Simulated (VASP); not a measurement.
All values below come from PBE GGA with D3 dispersion (Becke-Johnson damping), VASP's PBE PAW potentials (set 64) (plane waves; VASP 6.6.1).

The input files of a VASP run:

### POSCAR
```
CdSe
1
    2.1224731770    -3.6762311435     0.0000000000
    2.1224731770     3.6762311435     0.0000000000
    0.0000000000     0.0000000000     6.9218002900
Cd Se
2 2
Direct
  0.6666670000   0.3333330000   0.5000604311
  0.3333330000   0.6666670000   0.0000604311
  0.6666670000   0.3333330000   0.8759395689
  0.3333330000   0.6666670000   0.3759395689
```

### KPOINTS
```
Automatic mesh
0
Gamma
  6 6 3
0 0 0
```

INCAR:
```
ALGO  =  Normal
EDIFF  =  1E-7
EDIFFG  =  -0.01
ENCUT  =  520
GGA  =  PE
IBRION  =  2
ISIF  =  4
ISMEAR  =  0
IVDW  =  12
LASPH  =  T
LCHARG  =  F
LMAXMIX  =  4
LREAL  =  F
LWAVE  =  F
NELM  =  100
NSW  =  30
PREC  =  Accurate
SIGMA  =  0.05
SYSTEM  =  CdSe
```

POTCAR, in this order: Cd Se (PBE.64 set). Program: vasp_std.

What VASP printed:

**OSZICAR**
```
       N       E                     dE             d eps       ncg     rms          rms(c)
DAV:   1     0.245362076012E+03    0.24536E+03   -0.17473E+04   616   0.149E+03
DAV:   2     0.197492926806E+01   -0.24339E+03   -0.23724E+03   676   0.350E+02
DAV:   3    -0.114147158057E+02   -0.13390E+02   -0.13323E+02   730   0.819E+01
DAV:   4    -0.115395547396E+02   -0.12484E+00   -0.12479E+00   694   0.751E+00
DAV:   5    -0.115406143538E+02   -0.10596E-02   -0.10595E-02   730   0.642E-01    0.101E+01
DAV:   6    -0.108331787346E+02    0.70744E+00   -0.15982E+00   764   0.133E+01    0.766E+00
DAV:   7    -0.108015882092E+02    0.31591E-01   -0.70606E-01   676   0.476E+00    0.253E+00
DAV:   8    -0.107959896606E+02    0.55985E-02   -0.94097E-02   670   0.346E+00    0.448E-01
DAV:   9    -0.107959777812E+02    0.11879E-04   -0.11891E-02   694   0.144E+00    0.176E-01
DAV:  10    -0.107960495808E+02   -0.71800E-04   -0.12719E-03   706   0.458E-01    0.806E-02
DAV:  11    -0.107961335492E+02   -0.83968E-04   -0.18349E-04   682   0.911E-02    0.224E-02
DAV:  12    -0.107961410495E+02   -0.75003E-05   -0.41121E-05   754   0.708E-02    0.119E-02
DAV:  13    -0.107961425712E+02   -0.15218E-05   -0.12007E-05   676   0.394E-02    0.245E-03
DAV:  14    -0.107961427311E+02   -0.15992E-06   -0.68340E-07   742   0.608E-03    0.981E-04
DAV:  15    -0.107961427798E+02   -0.48633E-07   -0.22590E-07   574   0.394E-03
   1 F= -.12131313E+02 E0= -.12131313E+02  d E =-.121313E+02
       N       E                     dE             d eps       ncg     rms          rms(c)
DAV:   1    -0.107962931401E+02   -0.15041E-03   -0.10662E-02   628   0.718E-01    0.538E-02
DAV:   2    -0.107962152170E+02    0.77923E-04   -0.13907E-04   718   0.118E-01    0.296E-02
DAV:   3    -0.107961793514E+02    0.35866E-04   -0.72411E-05   702   0.682E-02    0.937E-03
DAV:   4    -0.107961794003E+02   -0.48874E-07   -0.89326E-06   688   0.277E-02    0.580E-03
DAV:   5    -0.107961792880E+02    0.11224E-06   -0.19769E-07   542   0.358E-03    0.301E-03
DAV:   6    -0.107961792943E+02   -0.63274E-08   -0.14656E-07   406   0.273E-03
   2 F= -.12131366E+02 E0= -.12131366E+02  d E =-.528538E-04
       N       E                     dE             d eps       ncg     rms          rms(c)
DAV:   1    -0.107972366513E+02   -0.10574E-02   -0.95938E-02   616   0.215E+00    0.161E-01
DAV:   2    -0.107965345252E+02    0.70213E-03   -0.12593E-03   712   0.355E-01    0.887E-02
DAV:   3    -0.107962122550E+02    0.32227E-03   -0.65214E-04   702   0.204E-01    0.281E-02
DAV:   4    -0.107962127574E+02   -0.50239E-06   -0.80516E-05   670   0.831E-02    0.174E-02
DAV:   5    -0.107962117514E+02    0.10060E-05   -0.18698E-06   732   0.107E-02    0.907E-03
DAV:   6    -0.107962118232E+02   -0.71796E-07   -0.12569E-06   694   0.780E-03    0.161E-03
DAV:   7    -0.107962118471E+02   -0.23837E-07   -0.16084E-07   522   0.360E-03
   3 F= -.12131448E+02 E0= -.12131448E+02  d E =-.134624E-03
       N       E                     dE             d eps       ncg     rms          rms(c)
DAV:   1    -0.107962381528E+02   -0.26330E-04   -0.76388E-03   628   0.568E-01    0.182E-02
DAV:   2    -0.107962390219E+02   -0.86906E-06   -0.69632E-05   726   0.602E-02    0.940E-03
DAV:   3    -0.107962371869E+02    0.18350E-05   -0.19106E-06   694   0.108E-02    0.522E-03
DAV:   4    -0.107962365361E+02    0.65076E-06   -0.11511E-06   730   0.877E-03    0.148E-03
DAV:   5    -0.107962365498E+02   -0.13619E-07   -0.14933E-07   414   0.374E-03
   4 F= -.12131482E+02 E0= -.12131482E+02  d E =-.339323E-04
       N       E                     dE             d eps       ncg     rms          rms(c)
DAV:   1    -0.107962751862E+02   -0.38650E-04   -0.68723E-02   616   0.170E+00    0.542E-02
DAV:   2    -0.107962831316E+02   -0.79453E-05   -0.62877E-04   732   0.181E-01    0.284E-02
DAV:   3    -0.107962666988E+02    0.16433E-04   -0.17099E-05   694   0.324E-02    0.159E-02
DAV:   4    -0.107962608684E+02    0.58304E-05   -0.10387E-05   736   0.264E-02    0.443E-03
DAV:   5    -0.107962609910E+02   -0.12260E-06   -0.13696E-06   646   0.112E-02    0.195E-03
DAV:   6    -0.107962610033E+02   -0.12377E-07   -0.31872E-08   344   0.111E-03
   5 F= -.12131535E+02 E0= -.12131535E+02  d E =-.869306E-04
```

File OUTCAR:
```
------------------------ aborting loop because EDIFF is reached ----------------------------------------
 Edisp (eV)   -1.33527
  FORCE on cell =-STRESS in cart. coord.  units (eV):
  Direction    XX          YY          ZZ          XY          YZ          ZX
  --------------------------------------------------------------------------------------
  Total       2.40919     2.40919     2.42623    -0.00000    -0.00000     0.00000
  in kB      35.73453    35.73452    35.98719    -0.00000    -0.00000     0.00000
  external pressure =       35.82 kB  Pullay stress =        0.00 kB
  volume of cell :      108.02
      direct lattice vectors                 reciprocal lattice vectors
     2.119560783 -3.671186624  0.000000000     0.235897929 -0.136195746  0.000000000
     2.119560783  3.671186624  0.000000000     0.235897929  0.136195746  0.000000000
    -0.000000000  0.000000000  6.940835433     0.000000000  0.000000000  0.144074875
  FREE ENERGIE OF THE ION-ELECTRON SYSTEM (eV)
  ---------------------------------------------------
  free  energy   TOTEN  =       -12.1315346351 eV

  energy  without entropy=      -12.1315346351  energy(sigma->0) =      -12.13153464

 reached required accuracy - stopping structural energy minimisation
```
(Selected blocks of OUTCAR.)

CONTCAR:
```
CdSe
   1.00000000000000
     2.1195607828904279   -3.6711866239331319    0.0000000000000000
     2.1195607828904279    3.6711866239331319    0.0000000000000000
    -0.0000000000000000    0.0000000000000000    6.9408354329250113
  Cd              Se
     2     2
Direct
     0.6666669999999968    0.3333330000000032    0.5006957829947696
     0.3333330000000032    0.6666669999999968    0.0006957829947696
     0.6666669999999968    0.3333330000000032    0.8753042170052352
     0.3333330000000032    0.6666669999999968    0.3753042170052351
```

### OUTCAR
```
 val. band max:        1.2884404366   @ k =   0.0000   0.0000   0.0000

 cond. band min:       2.0362505171   @ k =   0.0000   0.0000   0.0000


 Fermi energy:         1.5527705014

 k-point     1 :       0.0000    0.0000    0.0000
  band No.  band energies     occupation
      1     -11.5573      2.00000
      2     -11.1435      2.00000
      3      -6.7987      2.00000
      4      -6.7862      2.00000
      5      -6.7862      2.00000
      6      -6.7095      2.00000
      7      -6.7095      2.00000
      8      -6.4160      2.00000
      9      -6.4160      2.00000
     10      -6.3461      2.00000
     11      -6.3461      2.00000
     12      -6.0527      2.00000
     13      -3.3667      2.00000
     14       0.4657      2.00000
     15       0.4658      2.00000
     16       1.2175      2.00000
     17       1.2884      2.00000
     18       1.2884      2.00000
     19       2.0363      0.00000
     20       3.5566      0.00000
     21       7.1514      0.00000
     22       7.1514      0.00000

 k-point     2 :       0.1667    0.0000    0.0000
  band No.  band energies     occupation
      1     -11.4663      2.00000
      2     -11.1027      2.00000
      3      -6.7689      2.00000
      4      -6.7545      2.00000
      5      -6.7209      2.00000
      6      -6.6674      2.00000
      7      -6.6638      2.00000
      8      -6.4332      2.00000
      9      -6.4146      2.00000
     10      -6.3749      2.00000
     11      -6.3396      2.00000
     12      -5.9969      2.00000
     13      -3.1889      2.00000
     14      -0.6325      2.00000
     15      -0.1523      2.00000
     16       0.1208      2.00000
     17       0.9938      2.00000
     18       1.0800      2.00000
     19       3.3645      0.00000
     20       4.5360      0.00000
     21       6.5238      0.00000
     22       7.5263      0.00000

 k-point     3 :       0.3333    0.0000    0.0000
  band No.  band energies     occupation
      1     -11.2679      2.00000
...
```

The compound is CdSe in the wurtzite structure. This cell is one point of a volume scan, at 0.94 of the reference volume. Symmetry was kept, so distortions that lower it aren't found.
